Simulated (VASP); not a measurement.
Input of a VASP 6.6.1 run:

The input INCAR:

```
SYSTEM = HfC
PREC = Accurate
ENCUT = 520
EDIFF = 1E-6
ISMEAR = 0
SIGMA = 0.1
LREAL = .False.
LASPH = .True.
NELM = 100
ALGO = Fast
ISIF = 2
LWAVE = .False.
LCHARG = .False.
LNONCOLLINEAR = .True.
MAGMOM = 0 0 0 0 0 0
LORBIT = 11
LSORBIT = .True.
GGA_COMPAT = .False.
LMAXMIX = 4
GGA = PS
```

File KPOINTS:

```
Automatic mesh
0
Gamma
  16 16 16
  0 0 0
```

File POSCAR:

```
HfC
1.0
    0.0000000000      2.3024500000      2.3024500000
    2.3024500000      0.0000000000      2.3024500000
    2.3024500000      2.3024500000      0.0000000000
Hf C
1 1
Direct
    0.0000000000      0.0000000000      0.0000000000
    0.5000000000      0.5000000000      0.5000000000
```

Potentials or basis: VASP PAW PBE potentials, release 64 (Hf_pv, C).

Launch:

```console
$ cat potpaw_PBE.64/Hf_pv/POTCAR potpaw_PBE.64/C/POTCAR > POTCAR
$ mpirun -np 1 vasp_ncl > vasp.out
```

Question: Predict the net moment.

Answer: 0.00 μB per cell.

Question: Predict the pressure.

Answer: -0.2 GPa.

Moments on the atoms (μB; x, y, z):
```
Hf  0.00 0.00 0.00
C   0.00 0.00 0.00
```

Caveat: the PAW data sets were made with another functional, which shifts forces and pressure a little.
